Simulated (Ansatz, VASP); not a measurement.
# Cross-check of Ge between VASP and Ansatz

Wanted: the spread between two codes on one cell, functional and k mesh. The structure shown is frame 88 of Ansatz's trajectory.

Method: plane waves, with VASP 6.6.1 beside it; single point at PBEsol, in Ansatz 0.2.0.

**1. Starting point**

The cell holds 42 atoms: 42 Ge. Its edges and angles: a = 10.043 Å, b = 10.043 Å, c = 10.043 Å, α = 90.0°, β = 90.0°, γ = 90.0°. Kind glass; density_g_cm3 5.0; melt_temperature_k 2200; route random start, relaxed, short melt, two cooling runs, relaxed.

**2. Ansatz: dynamics, PBEsol**

Ansatz runs on its PAW soft_1 files.

One frame of this run of dynamics is then solved in both programs, so the motion causes no difference.

input.yaml reads:

```yaml
crystal:
  lattice:
    - [10.0434948146, 0.0, 0.0]
    - [0.0, 10.0434948146, 0.0]
    - [0.0, 0.0, 10.0434948146]
  atoms:
    - { symbol: Ge, position: [1.0246120742, 0.358439172, 0.9629122843] }
    - { symbol: Ge, position: [-0.0104978897, 0.7482919266, 0.6958784546] }
    - { symbol: Ge, position: [0.4997716283, 0.4233549135, 0.6831715706] }
    - { symbol: Ge, position: [0.643220136, 1.0019682312, 0.1356089169] }
    - { symbol: Ge, position: [0.5221548028, 0.9206540896, 0.9141825038] }
    - { symbol: Ge, position: [0.2717300447, 0.6356277756, 0.902487923] }
    - { symbol: Ge, position: [1.0592311576, 0.7398417751, 0.3449822153] }
    - { symbol: Ge, position: [0.6861265125, 0.8123390064, 0.3069570749] }
    - { symbol: Ge, position: [0.9573730809, 0.4204588287, 0.3456237035] }
    - { symbol: Ge, position: [0.5644126959, 0.3428755226, 0.9477752993] }
    - { symbol: Ge, position: [0.1444648113, 0.1591979927, 0.8179498977] }
    - { symbol: Ge, position: [0.9968150239, 0.3925234057, 0.6357068898] }
    - { symbol: Ge, position: [0.0997825302, 0.9837335728, 0.508322245] }
    - { symbol: Ge, position: [0.7400827521, 0.3517335392, 0.2648423125] }
    - { symbol: Ge, position: [0.4929037272, 0.6793741969, 0.2448116529] }
    - { symbol: Ge, position: [0.1756107299, 0.5577308023, 0.5125300981] }
    - { symbol: Ge, position: [0.644116091, -0.1049403601, 0.5409721248] }
    - { symbol: Ge, position: [0.2635445176, 0.7627145102, 0.6467808486] }
    - { symbol: Ge, position: [0.472660972, 0.1691946329, 0.2006164702] }
    - { symbol: Ge, position: [-0.2813044272, 0.4021628776, 0.5706924819] }
    - { symbol: Ge, position: [0.2743935555, 0.9759096546, 1.0010468933] }
    - { symbol: Ge, position: [0.2568468989, 0.3952677493, 0.3028965168] }
    - { symbol: Ge, position: [0.399776092, 1.1183952481, 0.7248786049] }
    - { symbol: Ge, position: [0.4995215568, 0.6944902245, 0.6758706485] }
    - { symbol: Ge, position: [-0.070779082, 1.0012522775, 1.0049291053] }
    - { symbol: Ge, position: [0.0174314521, 1.1949528179, 0.1886507781] }
    - { symbol: Ge, position: [0.7774841504, 1.1141374745, 0.574405036] }
    - { symbol: Ge, position: [0.761363552, 0.6630379188, 0.692144719] }
    - { symbol: Ge, position: [0.369267092, -0.0226587214, 0.5073242787] }
    - { symbol: Ge, position: [0.6516626102, 0.1365328786, 0.8105464391] }
    - { symbol: Ge, position: [0.243923891, 0.4065530521, 0.0236304765] }
    - { symbol: Ge, position: [0.5247915241, 0.6680507148, -0.0283329513] }
    - { symbol: Ge, position: [0.2489664831, 0.6822962119, 0.1805196288] }
    - { symbol: Ge, position: [0.26727002, 0.3185064744, 0.6158180866] }
    - { symbol: Ge, position: [0.8333404926, 1.0720677718, 0.3083585727] }
    - { symbol: Ge, position: [0.0717728292, 0.766538702, 0.9919439657] }
    - { symbol: Ge, position: [0.9512796499, 1.0254978008, 0.7129470381] }
    - { symbol: Ge, position: [0.8094159223, 0.4319117751, 1.0111916483] }
    - { symbol: Ge, position: [0.2483976788, 1.1000829234, 0.2803111522] }
    - { symbol: Ge, position: [0.8014206014, 0.7324688151, 0.9595958203] }
    - { symbol: Ge, position: [0.5060451109, 0.4342622615, 0.3432210114] }
    - { symbol: Ge, position: [0.8398150922, 0.6274816367, 0.2458068718] }
kpoints:
  mp_grid: { grid: [1, 1, 1] }
scf:
  occupations: { method: fermi_dirac, width: 0.1 }
  n_extra_bands: 27
hamiltonian:
  xc: pbesol
  pseudopotentials: { kind: paw, azcp: { folder: soft_1 }, xc_functional: pbe }
output:
  forces: true
basis:
  ecutwfc: 320
md:
  timestep: 2.5
  n_steps: 264
  ensemble: nvt_langevin
  temperature: 300
  seed: 2
```

The run is started by

```
$ ansatz run input.yaml --threads 8 --pin off --max-ram 23552MiB --backend cpu --events-out ev --progress --plain --runs-dir out
```

Numbers of over 12 decimals in the logs are rounded to 6 here.

Output:

```text
Warning: md: disabling space-group detection — thermal motion breaks the input geometry's symmetry, so no spatial operation reduces the k-mesh or symmetrises the density; time reversal is kept, so that k and −k are solved as one point where they differ and the mesh holds both, and exact exchange and, on two spinor components, a DFT+U term hold to it where the run has them: on two components no moment then forms, and  [...]
Warning: basis.ecutwfc = 320 eV is below the records' recommended 420 eV, and the density's cutoff is lower with it unless basis.ecutrho_ratio is high enough to keep the records' density cutoff: compare with a run at a higher cutoff
scf.n_extra_bands = 27 over 294 filled bands (N_el = 588.0): the run solves 321 bands
Engine: ansatz 0.2.0, aarch64-unknown-linux-gnu
Pseudopotentials: kind: paw
Pseudopotential: Ge, paw, valence charge 14, recommended cutoff 420 eV (normal), soft_1/Ge.paw.azcp
Functional definition: PBEsol
  exchange = pbesol_x
  correlation = pbesol_c
Crystal: 42 atoms, lattice volume = 1013.105 Å³
Basis set: ecut = 320 eV, 13205 PW (Γ), exchange–correlation on 120×120×120 points (8 copies of the dense FFT grid, shifted against one another)
Bands: 321, of which v1, the nominal top of the filled ones, is band 294 counted from 1 (293 counted from 0)
Symmetry: 1 space group operations
k-points: 1
Non-local potential: Ge, projectors of the file, l = 0: 2, l = 1: 2, l = 2: 3, l = 3: 1
PAW form: soft (Blöchl's): semilocal exchange-correlation on the pseudo side does not see the compensation charge
PAW frozen core: Ge, regenerated for the run's functional, and the local potential with it (the file was generated under x = pbe(κ = 0.804, μ = 0.219515), c = pbe(β = 0.066725))
PAW one-centre angular grid: Ge, 590 points (default); XC on 64 Gauss nodes
Initial density: superposition of atomic densities (chi_scale 0.1, normalization cell)
Initial wavefunctions: pseudopotential atomic-orbital guess
Functional: x = pbesol(κ = 0.804, μ = 0.123457), c = pbesol(β = 0.046)
SCF iter   1: F=—  HF=-178638.417032 eV  |F-HF|=—  |Δ(HF+E_count)|=         —  Δρ=1.94e-2  dr2=4.16e0  ethr=3.10e-3  ⟨swp⟩=6.0  Hψ=1176  notcnv=0
preconditioner: auto → LDOS  [metal: Δε(μ)=0.149 eV  Ē_g=20.339 eV  σ=0.100 eV  W_gap=0.35  n_scr=250 (ndim 8)  ℏωp=28.3 eV  f_vac=0.010  D(μ)=12.11/eV (n_scr^D=56)  β→1.0]
SCF iter   2: F=—  HF=-178637.920007 eV  |F-HF|=—  |Δ(HF+E_count)|=   4.97e-1  Δρ=7.48e-3  dr2=1.03e0  ethr=7.08e-4  ⟨swp⟩=3.0  Hψ=729  notcnv=0
SCF iter   3: F=—  HF=-178637.558304 eV  |F-HF|=—  |Δ(HF+E_count)|=   3.62e-1  Δρ=2.18e-3  dr2=1.10e-1  ethr=1.75e-4  ⟨swp⟩=2.0  Hψ=642  notcnv=0
SCF iter   4: F=—  HF=-178637.505822 eV  |F-HF|=—  |Δ(HF+E_count)|=   5.25e-2  Δρ=5.30e-4  dr2=6.11e-3  ethr=1.87e-5  ⟨swp⟩=2.0  Hψ=616  notcnv=0
SCF iter   5: F=—  HF=-178637.504439 eV  |F-HF|=—  |Δ(HF+E_count)|=   1.38e-3  Δρ=1.37e-4  dr2=5.59e-4  ethr=1.04e-6  ⟨swp⟩=2.0  Hψ=613  notcnv=0
SCF iter   6: F=—  HF=-178637.504402 eV  |F-HF|=—  |Δ(HF+E_count)|=   3.70e-5  Δρ=5.00e-5  dr2=5.92e-5  ethr=9.51e-8  ⟨swp⟩=2.0  Hψ=615  notcnv=0
SCF iter   7: F=—  HF=-178637.504337 eV  |F-HF|=—  |Δ(HF+E_count)|=   6.50e-5  Δρ=1.68e-5  dr2=4.30e-6  ethr=1.01e-8  ⟨swp⟩=2.0  Hψ=604  notcnv=0
SCF iter   8: F=—  HF=-178637.504300 eV  |F-HF|=—  |Δ(HF+E_count)|=   3.69e-5  Δρ=5.44e-6  dr2=6.13e-7  ethr=7.32e-10  ⟨swp⟩=2.0  Hψ=600  notcnv=0
SCF iter   9: F=-178637.504300 eV  HF=-178637.504300 eV  |F-HF|=2.49e-8  |Δ(HF+E_count)|=   4.64e-8  Δρ=1.41e-6  dr2=3.92e-8  ethr=7.14e-12  ⟨swp⟩=3.0  Hψ=1172  notcnv=0
SCF 1 converged in 9 iterations: F = -178637.504300 eV  dr2 = 3.92e-8
  greatest PAW one-centre occupation: 0.998 electrons in one spin orbital (limit 2), on the Ge atom at site 18 (counted from 0), in its partial waves of l = 2
md step     0: t =     0.00 fs  T =     0.0 K  F+E_penalty+E_count = -178637.50430012 eV  E_kin = 0.000000 eV  (9 SCF iters)
[... from here on, the SCF cycles and remarks between the steps are left out ...]
md step    91: t =   227.50 fs  T =   326.5 K  F+E_penalty+E_count = -178640.18327671 eV  E_kin = 1.772278 eV  (5 SCF iters)
md step    92: t =   230.00 fs  T =   298.2 K  F+E_penalty+E_count = -178640.21401907 eV  E_kin = 1.619140 eV  (5 SCF iters)
md step    93: t =   232.50 fs  T =   326.8 K  F+E_penalty+E_count = -178640.24391397 eV  E_kin = 1.774365 eV  (5 SCF iters)
md step    94: t =   235.00 fs  T =   333.6 K  F+E_penalty+E_count = -178640.27460651 eV  E_kin = 1.811019 eV  (5 SCF iters)
md step    95: t =   237.50 fs  T =   335.9 K  F+E_penalty+E_count = -178640.30406793 eV  E_kin = 1.823360 eV  (5 SCF iters)
md step    96: t =   240.00 fs  T =   339.8 K  F+E_penalty+E_count = -178640.33254633 eV  E_kin = 1.844545 eV  (5 SCF iters)
md step    97: t =   242.50 fs  T =   334.4 K  F+E_penalty+E_count = -178640.36391104 eV  E_kin = 1.815469 eV  (5 SCF iters)
md step    98: t =   245.00 fs  T =   340.4 K  F+E_penalty+E_count = -178640.39790293 eV  E_kin = 1.847759 eV  (5 SCF iters)
SCF iter   1: F=—  HF=-178640.430825 eV  |F-HF|=—  |Δ(HF+E_count)|=         —  Δρ=6.51e-5  dr2=2.56e-5  ethr=4.39e-8  ⟨swp⟩=3.0  Hψ=1016  notcnv=0
preconditioner: auto → LDOS  [metal: Δε(μ)=0.169 eV  Ē_g=20.715 eV  σ=0.100 eV  W_gap=0.40  n_scr=250 (ndim 8)  ℏωp=28.3 eV  f_vac=0.015  D(μ)=9.72/eV (n_scr^D=32)  β→1.0]
SCF iter   2: F=—  HF=-178640.430773 eV  |F-HF|=—  |Δ(HF+E_count)|=   5.14e-5  Δρ=1.45e-5  dr2=5.26e-6  ethr=4.36e-9  ⟨swp⟩=2.0  Hψ=682  notcnv=0
SCF iter   3: F=—  HF=-178640.430772 eV  |F-HF|=—  |Δ(HF+E_count)|=   1.15e-6  Δρ=5.80e-6  dr2=1.42e-6  ethr=8.94e-10  ⟨swp⟩=2.0  Hψ=618  notcnv=0
SCF iter   4: F=—  HF=-178640.430772 eV  |F-HF|=—  |Δ(HF+E_count)|=   3.36e-7  Δρ=1.62e-6  dr2=6.26e-8  ethr=2.42e-10  ⟨swp⟩=2.0  Hψ=470  notcnv=0
SCF iter   5: F=-178640.430772 eV  HF=-178640.430772 eV  |F-HF|=4.07e-9  |Δ(HF+E_count)|=   2.00e-8  Δρ=4.33e-7  dr2=5.08e-9  ethr=7.14e-12  ⟨swp⟩=4.0  Hψ=917  notcnv=0
SCF 100 converged in 5 iterat
```

In the SCF lines HF is the Harris–Foulkes energy and dr2 the Hartree energy of the density residual, in eV; the loop may stop once dr2 is under the threshold and the program's other checks hold. Hψ counts applications of the Hamiltonian.

**3. VASP: single point, PBEsol**

The same cell, functional, mesh and smearing now go to VASP, with its own data sets.

Lines of VASP's logs that name or quote its potential files are left out, and so is its time.

INCAR reads:

```
SYSTEM = Ge
PREC = Accurate
ENCUT = 410
EDIFF = 1E-06
NELM = 120
ISMEAR = -1
SIGMA = 0.1
LREAL = Auto
ALGO = Normal
GGA = PS
NBANDS = 344
LORBIT = 11
LWAVE = .FALSE.
LCHARG = .FALSE.
ISIF = 2
LASPH = .TRUE.
GGA_COMPAT = .FALSE.
EFERMI = MIDGAP
NCORE = 2
```

POSCAR reads:

```
Ge
1.0
   10.0434948146      0.0000000000      0.0000000000
    0.0000000000     10.0434948146      0.0000000000
    0.0000000000      0.0000000000     10.0434948146
Ge
42
Direct
    0.0315682132      0.3644389794      0.9520261798
    0.9926330424      0.7607828889      0.6669063034
    0.4796934821      0.3649205847      0.7048404097
    0.6491746270      0.9942906512      0.1216268861
    0.4741778721      0.9368666160      0.9557359442
    0.2675628404      0.5982476330      0.8955158703
    0.0278439120      0.7561347061      0.3324948199
    0.6648673717      0.8063961947      0.3203086236
    0.9772072552      0.3929350363      0.3780178185
    0.5426576207      0.3651198181      0.9763395293
    0.1467329876      0.1663740591      0.8066956920
    0.9560646147      0.3836222422      0.6554708417
    0.0963973216      0.9651368551      0.4864974882
    0.7574598425      0.3567402648      0.2452293794
    0.4665563219      0.6548059337      0.2505173793
    0.2180386450      0.5773097022      0.4739944698
    0.6141173082      0.8869206366      0.5467647568
    0.2543544899      0.7616564892      0.6498819505
    0.4878827630      0.1387309921      0.2598282817
    0.6971667675      0.3874102662      0.5683362321
    0.2366514887      0.9731681233      0.0045826862
    0.2630749603      0.4198398145      0.2751053344
    0.4044622987      0.0897453727      0.7352306280
    0.4948719636      0.6976321618      0.6982197063
    0.8885332227      0.9997590665      0.9777314751
    0.0363312778      0.2001274678      0.1768569639
    0.7512154025      0.1064155660      0.5714793611
    0.7564931471      0.6743017371      0.6641639313
    0.3708433238      0.9899324885      0.4843858726
    0.6773945848      0.1642827552      0.8562086364
    0.2772275041      0.3795764393      0.0096591875
    0.5304288097      0.6765869974      0.9862997888
    0.2443458224      0.7358918520      0.1814144413
    0.2172551527      0.3421725269      0.5901595121
    0.8447984647      0.0788240747      0.2964992819
    0.0804218068      0.7629508594      0.9507120954
    0.9540375314      0.0365517374      0.6946250413
    0.8028359798      0.4226025978      0.9664239569
    0.2539186854      0.0662520564      0.2558916042
    0.7888312929      0.7061793859      0.9485433284
    0.5173462122      0.3758291381      0.3596069960
    0.8282147951      0.6361350424      0.2255175157
```

KPOINTS reads:

```
Automatic mesh
0
Gamma
1 1 1
0 0 0
```

PAW data sets: Ge_d (PBE family, release 64).

The run is started by

```
$ mpirun -np 8 vasp_gam
```

Output:

```text
[banner, memory and clock lines left out]
running    8 mpi-ranks, on    1 nodes
[...]
|                                                                             |
|               ----> ADVICE to this user running VASP <----                  |
|                                                                             |
|     You enforced a specific xc type in the INCAR file but a different       |
|     [... a line on the potential file left out ...]
|     I HOPE YOU KNOW WHAT YOU ARE DOING!                                     |
|                                                                             |

 LDA part: xc-table for (Slater+PW92), standard interpolation
 POSCAR, INCAR and KPOINTS ok, starting setup
[...]
entering main loop
       N       E                     dE             d eps       ncg     rms          rms(c)
DAV:   1     0.106660729409E+05    0.10666E+05   -0.21527E+05   712   0.473E+03
DAV:   2     0.237340492773E+04   -0.82927E+04   -0.80150E+04   688   0.108E+03
DAV:   3     0.234991264114E+03   -0.21384E+04   -0.20566E+04   696   0.294E+02
DAV:   4    -0.163295484632E+03   -0.39829E+03   -0.36806E+03   792   0.121E+02
[...]
DAV:  15    -0.200904050686E+03   -0.58058E-05   -0.76357E-05  1024   0.611E-02    0.409E-03
DAV:  16    -0.200904052617E+03   -0.19304E-05   -0.25954E-05   648   0.256E-02    0.229E-03
DAV:  17    -0.200904052668E+03   -0.50903E-07   -0.59809E-06   584   0.214E-02
   1 F= -.20090405E+03 E0= -.20074375E+03  d E =-.320601E+00
```

From OUTCAR (step 3):

```text
  Total      -61.9778660    -50.2722765    -54.1057937     -0.3093871      5.1689399     -2.4399895
  in kB      -98.0150175    -79.5031902    -85.5657133     -0.4892808      8.1744301     -3.8587262
  external PRESSURE =     -87.6946403 kB  Pullay stress =       0.0000000 kB

 POSITION                                       TOTAL-FORCE (eV/Angst)
 -----------------------------------------------------------------------------------
      0.31706      3.66024      9.56167         0.864140     -0.624525      0.034250
      9.96950      7.64092      6.69807         0.073340     -0.207378      0.102440
      4.81780      3.66508      7.07906        -0.435396      0.131521     -0.135821
      6.51998      9.98615      1.22156         0.575361      0.295979      0.077833
      4.76240      9.40941      9.59893         0.452861     -0.252592     -0.716206
      2.68727      6.00850      8.99411         0.597535      0.570570     -0.203309
      0.27965      7.59423      3.33941         0.131559     -0.233965     -0.021126
      6.67759      8.09904      3.21702        -0.262252     -0.485453     -0.224465
      9.81458      3.94644      3.79662         0.429709     -0.185534     -0.370591
      5.45018      3.66708      9.80586        -0.084434      0.217742     -0.029861
      1.47371      1.67098      8.10204         0.168644     -0.238210     -0.129093
      9.60223      3.85291      6.58322        -0.255361      0.059009     -0.254255
      0.96817      9.69335      4.88614         0.100157      0.093245     -0.293785
      7.60754      3.58292      2.46296        -0.064521      0.354373     -0.143078
[...]
-----------------------------------------------------------------------------------
    total drift:                                0.006879     -0.001235     -0.007734

  FREE ENERGIE OF THE ION-ELECTRON SYSTEM (eV)
  ---------------------------------------------------
  free  energy   TOTEN  =      -200.9040526676 eV

  energy  without entropy=     -200.5834520608  energy(sigma->0) =     -200.74375236

[... 3 further parts left out ...]
[key lines of the parts left out:]
E-fermi :   4.2436
```

The gap is under twice the smearing width, so the edge states are partly filled and the run can't tell a small gap from a semimetal.

**4. Comparison**

Known differences besides the potentials themselves: the cutoff is 320 eV in Ansatz and 410 eV in VASP (PREC = Accurate, projectors in real space); Ansatz makes its cores anew for this functional, VASP keeps those of its PBE data sets; Ansatz's log warns that its cutoff lies below the recommended one. Total energies have different zeros and are not compared.

Forces on 10 of the 42 atoms, those with the largest forces and the largest differences (eV/Å; atoms numbered as in POSCAR):

| atom | Ansatz x, y, z | VASP x, y, z |
| --- | --- | --- |
| Ge1 | 0.860, -0.621, 0.029 | 0.864, -0.625, 0.034 |
| Ge5 | 0.452, -0.252, -0.716 | 0.453, -0.253, -0.716 |
| Ge6 | 0.609, 0.575, -0.213 | 0.598, 0.571, -0.203 |
| Ge9 | 0.446, -0.180, -0.369 | 0.430, -0.186, -0.371 |
| Ge18 | -0.061, -0.167, -0.159 | -0.064, -0.183, -0.162 |
| Ge21 | -0.803, 0.509, 0.054 | -0.795, 0.509, 0.054 |
| Ge32 | -0.369, 0.448, -0.716 | -0.362, 0.458, -0.711 |
| Ge36 | -0.675, -0.256, 0.249 | -0.655, -0.259, 0.252 |
| Ge38 | -0.933, 0.475, 0.271 | -0.929, 0.478, 0.272 |
| Ge39 | -0.786, -0.017, -0.497 | -0.781, -0.013, -0.503 |

The forces differ by 6.3 meV/Å r.m.s., which is 1.9 % of the r.m.s. force of 0.338 eV/Å (both taken over all components).

**5. Outcome**

```yaml
r_m_s_force_difference_single_point_pbesol: 1.9 % of the r.m.s. force
```

In words: The r.m.s. force difference is 1.9 % of the r.m.s. force (single point, PBEsol), within the 3 % picked in this series as the mark of a large difference. 2 further runs of this series are not shown here. Such differences can come from data sets, numerical settings and the points named under the comparisons, not from the functional's error against experiment.

[Lines on the potential files, build, host, timing and source positions are cut from VASP's logs without a mark.]

[Logs are printed without paths, hosts, clocks, repeated set-up lines and the standing remarks that a program may print on its own settings, such as how far it seeks lower states.]

[Hosts, paths, dates, database ids (printed as entryN), source tags and the programs' standing remarks are cut or masked in the printed files.]
